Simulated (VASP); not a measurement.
Wanted: the native input for a VASP 6.6.1 run.

| Property | Result |
| --- | --- |
| Task | single point |
| Functional | PBEsol |
| Potentials or basis | VASP PAW PBE potentials, release 64 (Re, S) |
| Cutoff | 520 eV |
| k mesh | 10 × 10 × 10 |
| Occupations | gaussian, width 0.05 eV |
| Spin | collinear spin, typed start |
| Starting moments | [0.05, 0.0] μB |
| Dipole correction | no |
| Further INCAR settings | ALGO = Normal; EDIFF = 1e-06; NBANDS = 18 |

The structure of ReS lies in POSCAR:

```
ReS
1.0
    0.0000000000      2.6086392070      2.6086392070
    2.6086392070      0.0000000000      2.6086392070
    2.6086392070      2.6086392070      0.0000000000
Re S
1 1
Direct
    0.0000000000      0.0000000000      0.0000000000
    0.2500000000      0.2500000000      0.2500000000
```

The cell comes from a database or a generator and needn't be the stable form of this composition.

One way to write it, as run:

INCAR

```
ALGO = Normal ; EDIFF = 1E-6
ENCUT = 520 ; GGA = PS
ISIF = 2 ; ISMEAR = 0
ISPIN = 2 ; LASPH = True
LCHARG = False ; LMAXMIX = 4
LORBIT = 11 ; LREAL = False
LWAVE = False ; MAGMOM = 0.05 0
NBANDS = 18 ; NELM = 150
PREC = Accurate ; SIGMA = 0.05
```

KPOINTS

```
k-points
0
Gamma
  10 10 10
```

Potentials or basis: VASP PAW PBE potentials, release 64 (Re, S).

Run with:

```console
$ cat potpaw_PBE.64/Re/POTCAR potpaw_PBE.64/S/POTCAR > POTCAR
$ mpirun -np 1 vasp_std > vasp.out
```

Results of the run:

| Property | Result |
| --- | --- |
| Pressure | -1.9 GPa |
| Band gap on the k mesh | none (metal or under the smearing width) |
| Net moment | 0.04 μB per cell |
| Site moments | Re +0.04; S +0.00 μB |
| Valence electrons inside the program's atomic spheres | Re 6.22; S 3.66 |

Caveat: the PAW data sets were made with another functional, which shifts forces and pressure a little.

Run time: 43 s on 1 thread of Intel(R) Xeon(R) Platinum 8488C (Sapphire Rapids), with other jobs on the host, peak memory 0.2 GiB.
